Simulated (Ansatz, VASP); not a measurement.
## Cross-check of Sn19Ge5O48 (Sn0.8Ge0.2O2, rutile) between VASP and Ansatz

Aim: how closely do two programs agree when they are given the same cell, functional and k mesh? The cell is invented: As first built, before any earlier steps moved the atoms (in the runner's words): 2x2x3 conventional cells of the SnO2 type (72 atoms: 48 O, 5 Ge, 19 Sn); Sn/Ge share their sites, the best of 600 random draws by like-pair counts in two shells; start lattice by linear mixing of the end members' cells; atoms moved at random by 0.02 A. It may not be a known or stable phase. The structure shown is the end of the Ansatz relaxation below.

Method: plane waves, with VASP 6.6.1 beside it; single point at PBE with D3(BJ), in Ansatz 0.2.0.

**1. Starting point**

The cell holds 72 atoms: 48 O, 5 Ge and 19 Sn. Cell: a = 9.449 Å, b = 9.450 Å, c = 9.494 Å, α = 90.0°, β = 90.0°, γ = 90.0°. It derives from SnO2 (SnO2 type, space group 136), repeated 2×2×3. As first built, before any earlier steps moved the atoms (in the runner's words): 2x2x3 conventional cells of the SnO2 type (72 atoms: 48 O, 5 Ge, 19 Sn); Sn/Ge share their sites, the best of 600 random draws by like-pair counts in two shells; start lattice by linear mixing of the end members' cells; atoms moved at random by 0.02 A.

**2. Ansatz: relaxation, PBE with D3(BJ)**

Ansatz runs on its default PAW (the set named soft_2) files.

This run makes the geometry at which the two programs are then compared.

input.yaml reads:

```yaml
crystal:
  lattice:
    - [9.51579, -0.00161, 0.00207]
    - [-0.00161, 9.51668, 0.00057]
    - [0.00208, 0.00057, 9.51888]
  atoms:
    - { symbol: O, position: [0.14959, 0.15009, 0.01126] }
    - { symbol: O, position: [0.10206, 0.39548, 0.17765] }
    - { symbol: O, position: [0.33812, 0.33904, 0.01272] }
    - { symbol: O, position: [0.39238, 0.10415, 0.16655] }
    - { symbol: O, position: [0.16294, 0.1554, 0.33453] }
    - { symbol: O, position: [0.1027, 0.39826, 0.48873] }
    - { symbol: O, position: [0.34338, 0.33495, 0.33473] }
    - { symbol: O, position: [0.39863, 0.10243, 0.51032] }
    - { symbol: O, position: [0.15242, 0.16015, 0.65238] }
    - { symbol: O, position: [0.09849, 0.39953, 0.83249] }
    - { symbol: O, position: [0.33745, 0.34583, 0.65339] }
    - { symbol: O, position: [0.40465, 0.09415, 0.82148] }
    - { symbol: O, position: [0.15388, 0.65003, 0.99738] }
    - { symbol: O, position: [0.09169, 0.90472, 0.15532] }
    - { symbol: O, position: [0.34987, 0.84457, 0.00251] }
    - { symbol: O, position: [0.39962, 0.59488, 0.16741] }
    - { symbol: O, position: [0.14686, 0.64369, 0.33391] }
    - { symbol: O, position: [0.09689, 0.90299, 0.49857] }
    - { symbol: O, position: [0.34038, 0.84902, 0.33097] }
    - { symbol: O, position: [0.40308, 0.59846, 0.49925] }
    - { symbol: O, position: [0.15238, 0.6571, 0.66808] }
    - { symbol: O, position: [0.09954, 0.91436, 0.84567] }
    - { symbol: O, position: [0.35078, 0.85678, 0.66596] }
    - { symbol: O, position: [0.40019, 0.59397, 0.83324] }
    - { symbol: O, position: [0.65022, 0.15324, 0.00263] }
    - { symbol: O, position: [0.5994, 0.40307, 0.16747] }
    - { symbol: O, position: [0.84485, 0.34922, 0.9972] }
    - { symbol: O, position: [0.90825, 0.09416, 0.15519] }
    - { symbol: O, position: [0.65517, 0.15358, 0.33133] }
    - { symbol: O, position: [0.59838, 0.40181, 0.49882] }
    - { symbol: O, position: [0.85964, 0.34788, 0.33348] }
    - { symbol: O, position: [0.90291, 0.09564, 0.49901] }
    - { symbol: O, position: [0.64692, 0.14382, 0.66555] }
    - { symbol: O, position: [0.58889, 0.39445, 0.83349] }
    - { symbol: O, position: [0.8473, 0.34151, 0.66842] }
    - { symbol: O, position: [0.91032, 0.09483, 0.84545] }
    - { symbol: O, position: [0.65487, 0.65423, 0.00039] }
    - { symbol: O, position: [0.59443, 0.90671, 0.16887] }
    - { symbol: O, position: [0.85509, 0.85435, 0.99987] }
    - { symbol: O, position: [0.91132, 0.58894, 0.17942] }
    - { symbol: O, position: [0.649, 0.65574, 0.33261] }
    - { symbol: O, position: [0.5882, 0.90842, 0.51045] }
    - { symbol: O, position: [0.84604, 0.8519, 0.33472] }
    - { symbol: O, position: [0.90914, 0.58741, 0.48717] }
    - { symbol: O, position: [0.6569, 0.64752, 0.6668] }
    - { symbol: O, position: [0.59262, 0.9076, 0.82157] }
    - { symbol: O, position: [0.8531, 0.84458, 0.66473] }
    - { symbol: O, position: [0.9057, 0.5954, 0.83291] }
    - { symbol: Ge, position: [0.00331, 0.00295, 0.00188] }
    - { symbol: Ge, position: [0.24695, 0.24701, 0.1719] }
    - { symbol: Ge, position: [0.25079, 0.25064, 0.49623] }
    - { symbol: Ge, position: [0.00642, 0.49262, 0.3338] }
    - { symbol: Ge, position: [0.49801, 0.00117, 0.66509] }
    - { symbol: Sn, position: [0.00404, 0.00375, 0.32949] }
    - { symbol: Sn, position: [0.00313, 0.00236, 0.66864] }
    - { symbol: Sn, position: [0.24788, 0.2443, 0.83273] }
    - { symbol: Sn, position: [0.00324, 0.49562, 0.00398] }
    - { symbol: Sn, position: [0.24319, 0.74681, 0.16666] }
    - { symbol: Sn, position: [0.24922, 0.75036, 0.49946] }
    - { symbol: Sn, position: [0.00286, 0.4964, 0.6618] }
    - { symbol: Sn, position: [0.25208, 0.75581, 0.83337] }
    - { symbol: Sn, position: [0.49729, 0.00153, 0.9984] }
    - { symbol: Sn, position: [0.7564, 0.2515, 0.16659] }
    - { symbol: Sn, position: [0.49267, 0.00654, 0.33688] }
    - { symbol: Sn, position: [0.75088, 0.24839, 0.49944] }
    - { symbol: Sn, position: [0.74731, 0.24253, 0.83334] }
    - { symbol: Sn, position: [0.49661, 0.49623, 0.00149] }
    - { symbol: Sn, position: [0.7546, 0.75159, 0.16729] }
    - { symbol: Sn, position: [0.49614, 0.49584, 0.33298] }
    - { symbol: Sn, position: [0.7495, 0.74861, 0.49928] }
    - { symbol: Sn, position: [0.4971, 0.49632, 0.66548] }
    - { symbol: Sn, position: [0.75252, 0.75321, 0.83309] }
kpoints:
  mp_grid: { grid: [2, 2, 2], shift: [0.5, 0.5, 0.5] }
hamiltonian:
  xc: pbe
  dispersion: d3bj
scf:
  occupations: { method: fermi_dirac, width: 0.01 }
output:
  forces: true
  stress: true
relax:
  f_tol: 0.02
  max_steps: 25
  cell: { stress_tol: 0.1 }
```

Started as:

```sh
$ ansatz run input.yaml --threads 8 --pin off --max-ram 15360MiB --backend cpu --events-out ev --progress --plain --runs-dir out
```

Numbers of over 12 decimals in the logs are rounded to 6 here.

Log:

```text
The last accepted step is kept in <dir> (removed where the run ends without a failure and the disk answers)
Engine: ansatz 0.2.0, aarch64-unknown-linux-gnu
Pseudopotentials: kind: paw
Pseudopotential: O, paw, valence charge 6, recommended cutoff 420 eV (normal), O.paw.azcp
Pseudopotential: Ge, paw, valence charge 14, recommended cutoff 420 eV (normal), Ge.paw.azcp
Pseudopotential: Sn, paw, valence charge 14, recommended cutoff 420 eV (normal), Sn.paw.azcp
Functional definition: PBE
  parameter kappa = 0.804
  parameter beta = 0.066725
  exchange = pbe_x(kappa = kappa, mu = beta*pi^2/3)
  correlation = pbe_c(beta = beta)
Crystal: 72 atoms, lattice volume = 862.018 Å³
Basis set: ecut = 420 eV, 16839 PW (Γ), exchange–correlation on 128×128×128 points (8 copies of the dense FFT grid, shifted against one another)
Bands: 384, of which v1, the nominal top of the filled ones, is band 312 counted from 1 (311 counted from 0)
Symmetry: 1 space group operations
Space group: P1 (ITA 1), of the structure as read, at distance tolerance 9.5e-5 Å
k-points: 4 of 8 (time reversal used)
Non-local potential: O, projectors of the file, l = 0: 2, l = 1: 2, l = 2: 1
Non-local potential: Ge, projectors of the file, l = 0: 2, l = 1: 2, l = 2: 3, l = 3: 1
Non-local potential: Sn, projectors of the file, l = 0: 2, l = 1: 2, l = 2: 2, l = 3: 2
PAW form: soft (Blöchl's): semilocal exchange-correlation on the pseudo side does not see the compensation charge
PAW one-centre angular grid: O, 110 points (default); XC on 64 Gauss nodes
PAW one-centre angular grid: Ge, 590 points (default); XC on 64 Gauss nodes
PAW one-centre angular grid: Sn, 590 points (default); XC on 64 Gauss nodes
Initial density: superposition of atomic densities (neutral atoms: chi_scale 0, normalization atom), corrected by the library's trained network
Initial wavefunctions: pseudopotential atomic-orbital guess
Functional: x = pbe(κ = 0.804, μ = 0.219515), c = pbe(β = 0.066725)
SCF iter   1: F=—  HF=-163182.270375 eV  |F-HF|=—  |Δ(HF+E_count)|=         —  Δρ=1.51e-3  dr2=1.21e-2  ethr=1.77e-3  ⟨swp⟩=5.0  Hψ=6027  notcnv=0  defer=139
preconditioner: auto → Resta (q_TF=auto, 2.585 Å⁻¹)  ε∞=3.6  [insulator: Δε(μ)=1.951 eV  Ē_g=19.762 eV  σ=0.010 eV  W_gap=1.00  n_scr=250 (ndim 8)  ℏωp=31.6 eV  f_vac=0.033  D(μ)=0.00/eV (n_scr^D=0)  ε∞_Penn≈3.6]
SCF iter   2: F=—  HF=-163182.276069 eV  |F-HF|=—  |Δ(HF+E_count)|=   5.69e-3  Δρ=7.73e-4  dr2=2.49e-3  ethr=1.94e-6  ⟨swp⟩=2.0  Hψ=3032  notcnv=0  defer=272
SCF iter   3: F=—  HF=-163182.278646 eV  |F-HF|=—  |Δ(HF+E_count)|=   2.58e-3  Δρ=3.63e-4  dr2=7.36e-4  ethr=4.00e-7  ⟨swp⟩=2.0  Hψ=2512  notcnv=0  defer=272
SCF iter   4: F=—  HF=-163182.279429 eV  |F-HF|=—  |Δ(HF+E_count)|=   7.83e-4  Δρ=7.72e-5  dr2=4.95e-5  ethr=1.18e-7  ⟨swp⟩=2.0  Hψ=1840  notcnv=0  defer=272
SCF iter   5: F=—  HF=-163182.280991 eV  |F-HF|=—  |Δ(HF+E_count)|=   1.56e-3  Δρ=5.82e-5  dr2=2.36e-5  ethr=7.93e-9  ⟨swp⟩=2.0  Hψ=2512  notcnv=0  defer=272
SCF iter   6: F=—  HF=-163182.280989 eV  |F-HF|=—  |Δ(HF+E_count)|=   1.37e-6  Δρ=1.77e-5  dr2=1.98e-6  ethr=3.78e-9  ⟨swp⟩=2.0  Hψ=1999  notcnv=0  defer=272
SCF iter   7: F=—  HF=-163182.280991 eV  |F-HF|=—  |Δ(HF+E_count)|=   1.54e-6  Δρ=6.36e-6  dr2=2.72e-7  ethr=3.18e-10  ⟨swp⟩=2.0  Hψ=2504  notcnv=0  defer=272
SCF iter   8: F=-163182.280991 eV  HF=-163182.280991 eV  |F-HF|=3.70e-9  |Δ(HF+E_count)|=   1.33e-7  Δρ=2.43e-6  dr2=3.93e-8  ethr=1.60e-11  ⟨swp⟩=4.0  Hψ=4620  notcnv=0
SCF 1 converged in 8 iterations: F = -163182.280991 eV  dr2 = 3.93e-8
  greatest PAW one-centre occupation: 0.999 electrons in one spin orbital (limit 2), on the Ge atom at site 48 (counted from 0), in its partial waves of l = 2
relax step   1: F+E_penalty+E_count = -163182.28099104 eV  Δ(F+E_penalty+E_count) = +0.000e0 eV  max|allowed force component| = 8.145e-3 eV/Å  Δτ_max = 0.0000 Å  P = -2.863 GPa  Ω = 862.018 Å³  (8 SCF iters, dr2 threshold 1.00e-7 eV, accepted)
Crystal: 72 atoms, lattice volume = 849.821 Å³
Basis set: ecut = 420 eV, 16679 PW (Γ), exchange–correlation on 128×128×128 points (8 copies of the dense FFT grid, shifted against one another)
Initial density: handed on by an earlier stage of this run
Initial wavefunctions: those handed on with the density
iter 1 solved again at ethr=7.67e-6 eV; its pass at ethr=3.10e-3 eV (dr2=4.79e-2 eV) is discarded
SCF iter   1: F=—  HF=-163182.473049 eV  |F-HF|=—  |Δ(HF+E_count)|=         —  Δρ=2.70e-3  dr2=5.02e-2  ethr=7.67e-6  ⟨swp⟩=9.2  Hψ=7227  notcnv=0  defer=5
preconditioner: auto → Resta (q_TF=auto, 2.591 Å⁻¹)  ε∞=3.6  [insulator: Δε(μ)=2.089 eV  Ē_g=19.901 eV  σ=0.010 eV  W_gap=1.00  n_scr=250 (ndim 8)  ℏωp=31.8 eV  f_vac=0.027  D(μ)=0.00/eV (n_scr^D=0)  ε∞_Penn≈3.6]
SCF iter   2: F=—  HF=-163182.459453 eV  |F-HF|=—  |Δ(HF+E_count)|=   1.36e-2  Δρ=8.32e-4  dr2=4.30e-3  ethr=7.67e-6  ⟨swp⟩=5.8  Hψ=2475  notcnv=0  defer=3
[...]
atom  32  O     -0.00053450     0.00013621    -0.00002428
  atom  33  O     -0.00039770     0.00032864    -0.00004171
  atom  34  O      0.00022046     0.00003751     0.00000822
  atom  35  O     -0.00006922    -0.00027592     0.00011800
  atom  36  O      0.00011948     0.00023680    -0.00009306
  atom  37  O      0.00019536     0.00035389    -0.00021828
  atom  38  O     -0.00017152     0.00030209    -0.00002692
  atom  39  O     -0.00004380     0.00006526    -0.00037012
  atom  40  O      0.00054646    -0.00055636     0.00008986
  atom  41  O     -0.00003519    -0.00004951    -0.00002800
  atom  42  O     -0.00039589     0.00052266     0.00022535
  atom  43  O      0.00045043     0.00032820    -0.00006750
  atom  44  O      0.00055393    -0.00045792    -0.00029191
  atom  45  O      0.00030598     0.00025659     0.00017388
  atom  46  O     -0.00037430     0.00047748    -0.00039891
  atom  47  O      0.00013338     0.00008631     0.00033227
  atom  48  O      0.00023053    -0.00013907    -0.00022709
  atom  49  Ge    -0.00024394    -0.00026141     0.00006329
  atom  50  Ge     0.00063739     0.00033287     0.00063077
  atom  51  Ge     0.00070889     0.00056850     0.00033078
  atom  52  Ge    -0.00133471     0.00128205     0.00031287
  atom  53  Ge     0.00126929    -0.00140343     0.00064646
  atom  54  Sn    -0.00048236    -0.00040772     0.00005168
  atom  55  Sn    -0.00000317    -0.00008219    -0.00008885
[...]
atom  65  Sn     0.00031501    -0.00008954    -0.00010412
  atom  66  Sn     0.00026843     0.00045955     0.00014821
  atom  67  Sn    -0.00007307    -0.00009861     0.00010033
  atom  68  Sn    -0.00067106    -0.00019716     0.00045501
  atom  69  Sn     0.00027906     0.00049899    -0.00017008
  atom  70  Sn    -0.00047257     0.00001507    -0.00027387
  atom  71  Sn    -0.00016844    -0.00012603     0.00008152
  atom  72  Sn     0.00021125    -0.00090160    -0.00002233
  max |Σ_I F_I| component: 9.90e-7 eV/Å
--- Stress (GPa, compression-positive) ---
       -0.007320       0.000585       0.000237
        0.000585      -0.007625      -0.000312
        0.000237      -0.000312      -0.003501
  P = ⅓ Tr σ = -0.0061 GPa (-0.061 kbar)
--- Relaxed structure (6 steps of the walk, 6 accepted, 2 SCFs on fresh bases) ---
  F+E_penalty+E_count = -163182.41444284 eV   max|allowed force component| = 1.403e-3 eV/Å   (the final SCF, on the basis selected at the relaxed cell)
  cell:  # Å, volume = 847.8463 Å³
    - [9.449337, -0.00135235, 0.00196623]
    - [-0.0013523, 9.450398, 0.000590383]
    - [0.00196703, 0.000587924, 9.494359]
  atoms:
    - { symbol: O, position: [0.149247, 0.149958, 0.011384] }
    - { symbol: O, position: [0.102337, 0.395173, 0.177672] }
    - { symbol: O, position: [0.338225, 0.339297, 0.012774] }
    - { symbol: O, position: [0.392077, 0.104324, 0.166445] }
    - { symbol: O, position: [0.162930, 0.155138, 0.334598] }
    - { symbol: O, position: [0.103125, 0.397985, 0.488727] }
    - { symbol: O, position: [0.343738, 0.334967, 0.334659] }
    - { symbol: O, position: [0.398351, 0.102842, 0.510359] }
    - { symbol: O, position: [0.152159, 0.160235, 0.652308] }
    - { symbol: O, position: [0.098609, 0.399431, 0.832471] }
    - { symbol: O, position: [0.337408, 0.346169, 0.653418] }
    - { symbol: O, position: [0.404620, 0.094242, 0.821447] }
    - { symbol: O, position: [0.153665, 0.649937, 0.997197] }
    - { symbol: O, position: [0.091783, 0.904485, 0.155316] }
    - { symbol: O, position: [0.350276, 0.844392, 0.00269553] }
    - { symbol: O, position: [0.399234, 0.594958, 0.167414] }
    - { symbol: O, position: [0.146489, 0.643265, 0.334040] }
    - { symbol: O, position: [0.097017, 0.902889, 0.498567] }
    - { symbol: O, position: [0.340398, 0.849295, 0.330878] }
    - { symbol: O, position: [0.403038, 0.598738, 0.499295] }
    - { symbol: O, position: [0.151992, 0.657185, 0.668130] }
    - { symbol: O, position: [0.100140, 0.914616, 0.845758] }
    - { symbol: O, position: [0.351063, 0.857236, 0.665836] }
    - { symbol: O, position: [0.399898, 0.594120, 0.833213] }
[...]
- { symbol: O, position: [0.648544, 0.655623, 0.332487] }
    - { symbol: O, position: [0.588429, 0.907980, 0.510335] }
    - { symbol: O, position: [0.846164, 0.852230, 0.334784] }
    - { symbol: O, position: [0.908670, 0.587640, 0.487083] }
    - { symbol: O, position: [0.656897, 0.647020, 0.666934] }
    - { symbol: O, position: [0.592876, 0.907358, 0.821507] }
    - { symbol: O, position: [0.853497, 0.844542, 0.664688] }
    - { symbol: O, position: [0.905510, 0.595661, 0.832949] }
    - { symbol: Ge, position: [0.00328877, 0.00294095, 0.00190872] }
    - { symbol: Ge, position: [0.246784, 0.247111, 0.171848] }
    - { symbol: Ge, position: [0.250807, 0.250623, 0.496253] }
    - { symbol: Ge, position: [0.00647476, 0.492579, 0.333895] }
    - { symbol: Ge, position: [0.497976, 0.0012107, 0.664918] }
    - { symbol: Sn, position: [0.00410469, 0.00389431, 0.329497] }
    - { symbol: Sn, position: [0.00320559, 0.0023876, 0.668702] }
    - { symbol: Sn, position: [0.247961, 0.244192, 0.832812] }
    - { symbol: Sn, position: [0.00324024, 0.495583, 0.00396858] }
    - { symbol: Sn, position: [0.242923, 0.746704, 0.166714] }
    - { symbol: Sn, position: [0.249242, 0.750363, 0.499459] }
    - { symbol: Sn, position: [0.00281812, 0.496442, 0.661753] }
    - { symbol: Sn, position: [0.252183, 0.756027, 0.833311] }
    - { symbol: Sn, position: [0.497353, 0.00144126, 0.998503] }
    - { symbol: Sn, position: [0.756609, 0.251636, 0.166633] }
    - { symbol: Sn, position: [0.492644, 0.00658327, 0.336811] }
    - { symbol: Sn, position: [0.750892, 0.248436, 0.499438] }
    - { symbol: Sn, position: [0.747181, 0.242261, 0.833271] }
    - { symbol: Sn, position: [0.496578, 0.496208, 0.00147618] }
    - { symbol: Sn, position: [0.754858, 0.751473, 0.167268] }
    - { symbol: Sn, position: [0.495991, 0.495747, 0.332939] }
    - { symbol: Sn, position: [0.749366, 0.748533, 0.499249] }
    - { symbol: Sn, position: [0.497087, 0.496242, 0.665550] }
    - { symbol: Sn, position: [0.752486, 0.753370, 0.833126] }
```

(Part 1 of 2 ends here.)

[Lines on the potential files, build, host, timing and source positions are cut from VASP's logs without a mark.]

[Logs are printed without paths, hosts, clocks, repeated set-up lines and the standing remarks that a program may print on its own settings, such as how far it seeks lower states.]

[Hosts, paths, dates, database ids (printed as entryN), source tags and the programs' standing remarks are cut or masked in the printed files.]
